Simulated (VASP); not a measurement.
OSZICAR of a VASP run on RbCaH$_{3}$ (space group Pm-3m):

OSZICAR:
```
       N       E                     dE             d eps       ncg     rms          rms(c)
DAV:   1     0.148067572637E+03    0.14807E+03   -0.90859E+03   616   0.109E+03
DAV:   2    -0.575439962397E+01   -0.15382E+03   -0.15025E+03   744   0.303E+02
DAV:   3    -0.159162587622E+02   -0.10162E+02   -0.10139E+02   936   0.688E+01
DAV:   4    -0.164351800882E+02   -0.51892E+00   -0.51811E+00   946   0.134E+01
DAV:   5    -0.164522326697E+02   -0.17053E-01   -0.17050E-01   876   0.186E+00    0.671E+00
DAV:   6    -0.153484480804E+02    0.11038E+01   -0.12171E+00   728   0.485E+00    0.368E+00
DAV:   7    -0.150001484487E+02    0.34830E+00   -0.13760E+00   886   0.482E+00    0.159E+00
DAV:   8    -0.150076516010E+02   -0.75032E-02   -0.89563E-02   816   0.129E+00    0.849E-01
DAV:   9    -0.150086777195E+02   -0.10261E-02   -0.15376E-02   882   0.926E-01    0.173E-01
DAV:  10    -0.150084960785E+02    0.18164E-03   -0.17542E-03   864   0.256E-01    0.649E-02
DAV:  11    -0.150084781798E+02    0.17899E-04   -0.35966E-04   812   0.158E-01    0.261E-02
DAV:  12    -0.150084860744E+02   -0.78946E-05   -0.36497E-05   912   0.421E-02    0.112E-02
DAV:  13    -0.150084873318E+02   -0.12574E-05   -0.84830E-07   580   0.813E-03    0.820E-03
DAV:  14    -0.150084893672E+02   -0.20354E-05   -0.27656E-06   730   0.163E-02    0.131E-03
DAV:  15    -0.150084893138E+02    0.53450E-07   -0.17998E-07   456   0.329E-03
   1 F= -.15008489E+02 E0= -.15008489E+02  d E =-.575917E-15  mag=     0.0000     0.0000     0.0000
       N       E                     dE             ncg
       N       E                     dE             ncg
       N       E                     dE             ncg
       N       E                     dE             ncg
       N       E                     dE             ncg
```

Q: Which electronic solver shows in the log?

A: It is blocked Davidson (ALGO = Normal, or the opening steps of other solvers). The INCAR had ALGO = Normal.

Q: How was spin treated?

A: With non-collinear spinors: mag has three components.

Q: Can the final energy be trusted as converged?

A: Self-consistency was reached. It stopped with EDIFF = 1E-6, NELM = 100 (PBEsol GGA with spin-orbit coupling, plane waves, VASP's PBE PAW potentials (set 64)).

The structure comes from a computed database's RbCaH3 entry (Pm-3m); how it stands against other phases isn't given here. It was relaxed first.
